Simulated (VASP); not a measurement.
An input for Quantum ESPRESSO's pw.x (written as the equivalent of a VASP run, and not itself run):

```
&CONTROL
  calculation = 'scf'
  pseudo_dir = './pseudo'
  outdir = './out'
  tprnfor = .true.
  tstress = .true.
/
&SYSTEM
  ibrav = 0
  nat = 2
  ntyp = 2
  ecutwfc = 56.6
  occupations = 'smearing'
  smearing = 'fermi-dirac'
  degauss = 0.000735
  input_dft = 'pbe'
/
&ELECTRONS
  conv_thr = 7.3e-08
  electron_maxstep = 100
/
ATOMIC_SPECIES
  Ba 137.327 Ba.upf
  S 32.060 S.upf
CELL_PARAMETERS angstrom
     0.0000000    3.1611620    3.1611620
     3.1611620    0.0000000    3.1611620
     3.1611620    3.1611620    0.0000000
ATOMIC_POSITIONS crystal
  Ba   0.0035630 -0.0002970  0.0007500
  S    0.4964370  0.5002970  0.4992500
K_POINTS automatic
  5 5 5 0 0 0
```

Task: Write the VASP files for the same calculation (PBE).

Result: Several could match; the one computed here: 
### INCAR
```
! general
SYSTEM  = BaS
PREC    = Accurate
ENCUT   = 300
LREAL   = .False.
LASPH   = .True.

! electronic loop
EDIFF   = 1E-6
NELM    = 100
ALGO    = Normal
LMAXMIX = 4

! smearing
ISMEAR  = -1
SIGMA   = 0.01

! functional
GGA     = PE

! ions
ISIF    = 2

! output
LWAVE   = .False.
LCHARG  = .False.
```

KPOINTS:
```
Automatic mesh
0
Gamma
5 5 5
0 0 0
```

**POSCAR**
```
BaS
1
    0.0000000000     3.1611620000     3.1611620000
    3.1611620000     0.0000000000     3.1611620000
    3.1611620000     3.1611620000     0.0000000000
Ba S
1 1
Direct
  0.0035630000  -0.0002970000   0.0007500000
  0.4964370000   0.5002970000   0.4992500000
```

POTCAR, in this order: Ba_sv S (PBE.64 set). Program: vasp_std.

The two are equivalent in intent, not identical: the potentials are each code's own (VASP's PAW set, PseudoDojo norm-conserving files in pw.x), so ENCUT and ecutwfc are chosen apart and not converted; conv_thr bounds pw.x's estimated SCF error, while EDIFF bounds the energy change between steps.

The structure comes from a computed database's BaS entry; how it stands against other phases isn't given here. The cell was not relaxed at this level, atoms are displaced from their ideal sites.
